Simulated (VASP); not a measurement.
Consider the following.

```yaml
crystal:
  lattice:
    - [0.00000, 2.04000, 2.04000]
    - [2.04000, 0.00000, 2.04000]
    - [2.04000, 2.04000, 0.00000]
  atoms:
    - { symbol: Au, position: [0.00000, 0.00000, 0.00000] }
```

Level of theory: PBE GGA, VASP's PBE PAW potentials (set 64) (plane waves; VASP). Settings: PREC = Single, 400 eV cut-off, 14×14×14 Γ-centred mesh, first-order Methfessel-Paxton smearing of 0.10 eV, potentials Au.

Unless said otherwise, spin-orbit coupling is left out, though it shifts the bands of the heavy elements here.

**Question.** Estimate the energy per atom (σ→0), pressure, band gap (on the k-mesh) with the smallest direct gap where there is one.

**Answer.** 
| Property | Value |
|---|---|
| band gap (on the k-mesh) | none (metal, semimetal or under 0.01 eV) |
| energy per atom (σ→0) | -3.192 eV/atom |
| pressure | 9.08 GPa |

The compound is Au in the fcc structure. The cell was not relaxed at this level. The run is one of a series of settings (PREC = Single against the base run), some of them coarse on purpose.
